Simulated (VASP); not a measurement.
These are PBEsol GGA, VASP's PBE PAW potentials (set 64) (plane waves; VASP) values and carry that method's errors.

Input for VASP

### POSCAR
```
RuAl
1.0
  0.0000000000   3.0830500000   3.0830500000
  3.0830500000   0.0000000000   3.0830500000
  3.0830500000   3.0830500000   0.0000000000
Ru Al
1 1
Direct
  0.0000000000   0.0000000000   0.0000000000
  0.2500000000   0.2500000000   0.2500000000
```

**INCAR**
```
SYSTEM = RuAl
PREC = Accurate
ENCUT = 400
EDIFF = 1E-6
NELM = 100
ALGO = Normal
LREAL = .FALSE.
LASPH = .TRUE.
ISMEAR = 1
SIGMA = 0.1
GGA = PS
LMAXMIX = 4
LWAVE = .FALSE.
LCHARG = .FALSE.
IBRION = 2
ISIF = 3
NSW = 60
EDIFFG = -0.01
```

**KPOINTS**
```
Automatic mesh
0
gamma
 9 9 9
```

POTCAR, in this order: Ru_pv Al (PBE.64 set). Program: vasp_std.

Output of the run:

### OSZICAR
```
       N       E                     dE             d eps       ncg     rms          rms(c)
DAV:   1     0.486926658411E+02    0.48693E+02   -0.82393E+03  1120   0.955E+02
DAV:   2    -0.931248821604E+01   -0.58005E+02   -0.54400E+02   972   0.220E+02
DAV:   3    -0.107016847246E+02   -0.13892E+01   -0.12587E+01  1000   0.308E+01
DAV:   4    -0.107285762186E+02   -0.26891E-01   -0.26830E-01  1012   0.402E+00
DAV:   5    -0.107291738073E+02   -0.59759E-03   -0.59755E-03   976   0.541E-01    0.431E+00
DAV:   6    -0.107852903189E+02   -0.56117E-01   -0.19963E+00   856   0.136E+01    0.345E+00
DAV:   7    -0.105717306454E+02    0.21356E+00   -0.62977E-01   844   0.775E+00    0.121E+00
DAV:   8    -0.105649669359E+02    0.67637E-02   -0.21893E-02   900   0.155E+00    0.142E-01
DAV:   9    -0.105647638561E+02    0.20308E-03   -0.69874E-04   864   0.236E-01    0.717E-02
DAV:  10    -0.105647742152E+02   -0.10359E-04   -0.85091E-05   876   0.930E-02    0.125E-02
DAV:  11    -0.105647758236E+02   -0.16084E-05   -0.30430E-06  1052   0.140E-02    0.701E-03
DAV:  12    -0.105647755524E+02    0.27120E-06   -0.47318E-07   432   0.714E-03
   1 F= -.10564776E+02 E0= -.10561336E+02  d E =-.105648E+02
       N       E                     dE             d eps       ncg     rms          rms(c)
DAV:   1    -0.756179366606E+02   -0.65053E+02   -0.96225E+02   844   0.362E+02    0.795E+01
DAV:   2    -0.129557638056E+02    0.62662E+02   -0.24594E+02   840   0.178E+02    0.275E+01
DAV:   3    -0.121850095419E+02    0.77075E+00   -0.14475E+01   896   0.428E+01    0.137E+01
DAV:   4    -0.119297031937E+02    0.25531E+00   -0.35841E+00   904   0.235E+01    0.105E+01
DAV:   5    -0.117012716441E+02    0.22843E+00   -0.13039E+00   892   0.938E+00    0.177E+00
DAV:   6    -0.117051706703E+02   -0.38990E-02   -0.18829E-02   976   0.117E+00    0.140E+00
DAV:   7    -0.117057023844E+02   -0.53171E-03   -0.47217E-03   940   0.683E-01    0.711E-01
DAV:   8    -0.117064589743E+02   -0.75659E-03   -0.18776E-03   936   0.365E-01    0.164E-01
DAV:   9    -0.117064240470E+02    0.34927E-04   -0.13710E-04   900   0.126E-01    0.558E-02
DAV:  10    -0.117064219868E+02    0.20602E-05   -0.74175E-06   948   0.197E-02    0.100E-02
DAV:  11    -0.117064217964E+02    0.19037E-06   -0.29144E-07   448   0.598E-03
   2 F= -.11706422E+02 E0= -.11706223E+02  d E =-.114165E+01
       N       E                     dE             d eps       ncg     rms          rms(c)
DAV:   1    -0.126713391997E+02   -0.96492E+00   -0.11884E+01   844   0.472E+01    0.742E+00
DAV:   2    -0.121125917467E+02    0.55875E+00   -0.83685E+00   840   0.310E+01    0.533E+00
DAV:   3    -0.117283595661E+02    0.38423E+00   -0.12834E+00   840   0.115E+01    0.693E-01
DAV:   4    -0.117293838303E+02   -0.10243E-02   -0.20206E-02   868   0.138E+00    0.316E-01
DAV:   5    -0.117302758966E+02   -0.89207E-03   -0.31829E-03   948   0.412E-01    0.128E-01
DAV:   6    -0.117304168975E+02   -0.14100E-03   -0.43437E-04   912   0.167E-01    0.251E-02
DAV:   7    -0.117304180833E+02   -0.11858E-05   -0.24911E-05  1000   0.418E-02    0.635E-03
DAV:   8    -0.117304182274E+02   -0.14413E-06   -0.10447E-06   564   0.757E-03
   3 F= -.11730418E+02 E0= -.11730175E+02  d E =-.116564E+01
```

### OUTCAR
```
------------------------ aborting loop because EDIFF is reached ----------------------------------------
  FORCE on cell =-STRESS in cart. coord.  units (eV):
  Direction    XX          YY          ZZ          XY          YZ          ZX
  --------------------------------------------------------------------------------------
  Total        0.0138986      0.0138986      0.0138986     -0.0000000     -0.0000000      0.0000000
  in kB        0.5529022      0.5529022      0.5529022     -0.0000000     -0.0000000      0.0000000
  external PRESSURE =       0.5529022 kB  Pullay stress =       0.0000000 kB
  volume of cell :       40.27
      direct lattice vectors                 reciprocal lattice vectors
     0.000000000  2.720617350  2.720617350    -0.183781817  0.183781817  0.183781817
     2.720617350 -0.000000000  2.720617350     0.183781817 -0.183781817  0.183781817
     2.720617350  2.720617350  0.000000000     0.183781817  0.183781817 -0.183781817
 POSITION                                       TOTAL-FORCE (eV/Angst)
 -----------------------------------------------------------------------------------
      0.00000      0.00000      0.00000         0.000000      0.000000      0.000000
      1.36031      1.36031      1.36031        -0.000000     -0.000000     -0.000000
 -----------------------------------------------------------------------------------
    total drift:                                0.000000      0.000000      0.000000
  FREE ENERGIE OF THE ION-ELECTRON SYSTEM (eV)
  ---------------------------------------------------
  free  energy   TOTEN  =       -11.7304182274 eV

  energy  without entropy=      -11.7296887855  energy(sigma->0) =      -11.73017508

 reached required accuracy - stopping structural energy minimisation
```
(Selected blocks of OUTCAR.)

**CONTCAR**
```
RuAl
   1.00000000000000
     0.0000000000000000    2.7206173503529691    2.7206173503529691
     2.7206173503529691   -0.0000000000000000    2.7206173503529691
     2.7206173503529691    2.7206173503529691    0.0000000000000000
  Ru              Al
     1     1
Direct
     0.0000000000000000    0.0000000000000000    0.0000000000000000
     0.2500000000000000    0.2500000000000000    0.2500000000000000
```

### OUTCAR
```
 val. band max:        5.1461295569   @ k =   0.4444   0.3333   0.1111

 cond. band min:       5.1678137783   @ k =  -0.4444   0.1111   0.0000


 Fermi energy:         5.1665595697

 k-point     1 :       0.0000    0.0000    0.0000
  band No.  band energies     occupation
      1     -35.9557      2.00000
      2     -35.9557      2.00000
      3     -35.9557      2.00000
      4      -1.6799      2.00000
      5       3.3374      2.00000
      6       3.3374      2.00000
      7       3.3374      2.00000
      8       4.6767      2.00000
      9       4.6767      2.00000
     10      13.8310      0.00000
     11      13.8310      0.00000
     12      13.8310      0.00000

 k-point     2 :       0.1111    0.0000    0.0000
  band No.  band energies     occupation
      1     -35.9583      2.00000
      2     -35.9561      2.00000
      3     -35.9561      2.00000
      4      -1.4881      2.00000
      5       3.2697      2.00000
      6       3.3997      2.00000
      7       3.3997      2.00000
      8       4.6519      2.00000
      9       4.6519      2.00000
     10      12.2155      0.00000
     11      13.6352      0.00000
     12      13.6352      0.00000

 k-point     3 :       0.2222    0.0000    0.0000
  band No.  band energies     occupation
      1     -35.9647      2.00000
      2     -35.9571      2.00000
      3     -35.9571      2.00000
      4      -0.9448      2.00000
      5       3.1231      2.00000
      6       3.5242      2.00000
      7       3.5242      2.00000
      8       4.6513      2.00000
      9       4.6513      2.00000
     10       9.8305      0.00000
     11      13.0348      0.00000
     12      13.0348      0.00000

 k-point     4 :       0.3333    0.0000    0.0000
  band No.  band energies     occupation
      1     -35.9719      2.00000
      2     -35.9582      2.00000
      3     -35.9582      2.00000
      4      -0.1804      2.00000
      5       3.0363      2.00000
      6       3.5804      2.00000
...
```

Energy and stress use the plane-wave basis of the starting cell.

The structure was generated: RuAl was put into the zinc blende type (F-43m), which need not be its known phase. This run relaxes it. Symmetry was kept, so distortions that lower it aren't found. The electron count is odd and the run is not spin-polarised, which forces a metal.
